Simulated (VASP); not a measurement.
CdSe (wurtzite): the lattice constant a from VASP (plane waves, PAW) at several levels of theory. Static lattice.  The measured value holds thermal and zero-point effects that the static calculation lacks.

| level | lattice constant a (Å) | error against measurement |
|---|---|---|
| LDA | 4.263 | -0.8 % |
| PBE | 4.393 | +2.2 % |
| PBEsol | 4.313 | +0.3 % |
| AM05 | 4.330 | +0.7 % |
| PBE-D4 | 4.335 | +0.8 % |
| optB88-vdW | 4.371 | +1.7 % |
| rev-vdW-DF2 | 4.357 | +1.4 % |
| revTPSS | 4.359 | +1.4 % |
| SCAN | 4.334 | +0.8 % |
| r2SCAN | 4.348 | +1.1 % |
| r2SCAN+rVV10 | 4.329 | +0.7 % |

Measured: 4.298 Å (as given by PVEducation, CdSe (wurtzite), citing its ref. 1).

The cell of the LDA run:

```cif
data_Cd2Se2
_chemical_formula_sum 'Cd2 Se2'
_space_group_name_H-M_alt 'P63mc'
_space_group_IT_number 186
_space_group_name_Hall 'P 6c -2c'
_cell_length_a 4.26251
_cell_length_b 4.26251
_cell_length_c 6.95186
_cell_angle_alpha 90.000
_cell_angle_beta 90.000
_cell_angle_gamma 120.000
loop_
_atom_site_label
_atom_site_type_symbol
_atom_site_symmetry_multiplicity
_atom_site_Wyckoff_symbol
_atom_site_fract_x
_atom_site_fract_y
_atom_site_fract_z
_atom_site_occupancy
Cd1 Cd 2 b 0.33333 0.66667 0.00001 1
Se1 Se 2 b 0.33333 0.66667 0.37599 1
```

Only levels that ran to the end are used. Left out are those held back, those with too coarse a band path, GW runs whose mesh misses a band edge, hybrids' fits of cells that aren't cubic and levels without matching references; a question may draw on a part of the rest.

The compound is CdSe in the wurtzite structure.
